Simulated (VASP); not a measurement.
```yaml
crystal:
  lattice:
    - [1.13012, -1.95743, 0.00979]
    - [1.13012, 1.95743, -0.00979]
    - [0.00000, -0.01775, 3.55096]
  atoms:
    - { symbol: Be, position: [0.33333, 0.66667, 0.25000] }
    - { symbol: Be, position: [0.66667, 0.33333, 0.75000] }
```

The numbers are results of PBEsol GGA, VASP's PBE PAW potentials (set 64) (plane waves; VASP), not measurements. Settings: 480 eV cut-off, 18×18×10 Γ-centred mesh, first-order Methfessel-Paxton smearing of 0.10 eV, potentials Be.

Task: What does the run give for the energy per atom (σ→0), band gap (on the k-mesh) with the smallest direct gap where there is one?

Result: 
The band gap (on the k-mesh) is none (metal, semimetal or under 0.01 eV) and the energy per atom (σ→0) is -3.996 eV/atom.

Total energies compare only between runs with the same potentials, cut-off and functional.

The compound is Be in the hcp structure. This cell was strained or had an atom moved on purpose.
